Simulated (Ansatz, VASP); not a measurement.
## One calculation of CaAl6C, two programs

INCAR

```
SYSTEM = CaAl6C
PREC = Accurate
ENCUT = 520
EDIFF = 1E-6
ISMEAR = 0
SIGMA = 0.1
LREAL = .False.
LASPH = .True.
NELM = 100
ALGO = Normal
ISIF = 2
LWAVE = .False.
LCHARG = .True.
GGA = PE
LELF = .True.
LVHAR = .True.
NBANDS = 26
```

KPOINTS

```
regular mesh
0
Gamma
  6 6 6
  0 0 0
```

File POSCAR:

```
CaAl6C
1.0
    3.7183087829      2.1467665768      2.4394268477
   -3.7183087829      2.1467665768      2.4394268477
    0.0000000000     -4.2935331534      2.4394268477
Ca Al C
1 6 1
Direct
    0.5000000000      0.5000000000      0.5000000000
    0.2650000000      0.2650000000      0.9260000000
    0.9260000000      0.2650000000      0.2650000000
    0.2650000000      0.9260000000      0.2650000000
    0.0740000000      0.7350000000      0.7350000000
    0.7350000000      0.7350000000      0.0740000000
    0.7350000000      0.0740000000      0.7350000000
    0.0000000000      0.0000000000      0.0000000000
```

Input for Ansatz:

```yaml
crystal:
  lattice:
    - [3.7183087829, 2.1467665768, 2.4394268477]
    - [-3.7183087829, 2.1467665768, 2.4394268477]
    - [0.0, -4.2935331534, 2.4394268477]
  atoms:
    - { symbol: Ca, position: [0.5, 0.5, 0.5] }
    - { symbol: Al, position: [0.265, 0.265, 0.926] }
    - { symbol: Al, position: [0.926, 0.265, 0.265] }
    - { symbol: Al, position: [0.265, 0.926, 0.265] }
    - { symbol: Al, position: [0.074, 0.735, 0.735] }
    - { symbol: Al, position: [0.735, 0.735, 0.074] }
    - { symbol: Al, position: [0.735, 0.074, 0.735] }
    - { symbol: C, position: [0.0, 0.0, 0.0] }
basis:
  ecutwfc: 420
kpoints:
  mp_grid: { grid: [6, 6, 6] }
hamiltonian:
  xc: pbe
scf:
  occupations: { method: gaussian, width: 0.1 }
  lower_state_search: "off"
output:
  forces: true
  stress: true
  eigenvalues: true
```

Alike in both runs: task single point; functional PBE; k mesh 6 × 6 × 6; occupations gaussian, width 0.1 eV; no spin polarisation.

```csv
,VASP,Ansatz
version,VASP 6.6.1,Ansatz 0.2.0
potentials or method,"VASP PAW PBE potentials, release 64 (Ca_sv, Al, C)","scalar-relativistic, plane waves, PAW"
plane-wave cutoff (eV),520,420
valence electrons in the cell,32,32
```

```csv
,VASP,Ansatz,Ansatz less VASP
gap on the k mesh at the Fermi level (eV),none,none,-
rms of the force components (eV/Å),2.328,2.340,+0.0119
```

Atom by atom the forces differ by 0.013 eV/Å (rms over components). A gap of «none» marks a metal or a gap that the smearing closes.

Caveats: forces of over 1 eV/Å show positions far from the minimum, so gaps and moduli don't describe the material at rest.
